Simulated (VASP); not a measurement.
Input:

```xyz
6
Lattice="3.3303 0.0000 0.0000 -1.6651 2.8841 0.0000 0.0000 0.0000 13.2347" Properties=species:S:1:pos:R:3 pbc="T T T"
W      1.6651     0.9614     9.9261
W      0.0000     1.9227     3.3087
Se     1.6651     0.9614     4.9964
Se     0.0000     1.9227    11.6137
Se     0.0000     1.9227     8.2384
Se     1.6651     0.9614     1.6210
```

These are optB88-vdW, VASP's PBE PAW potentials (set 64) (plane waves; VASP) values and carry that method's errors. Numerical set-up: 480 eV cut-off, 7×7×2 Γ-centred mesh, Gaussian smearing of 0.050 eV, potentials W_sv Se.

**Question.** Predict the energy per atom (σ→0).

**Answer.** 
```json
{
 "energy per atom (σ→0)": "-5.001 eV/atom"
}
```

The compound is WSe2 in the 2H layered structure. It was relaxed first, which changed the volume by +5 %. The start is the result of an earlier pass.
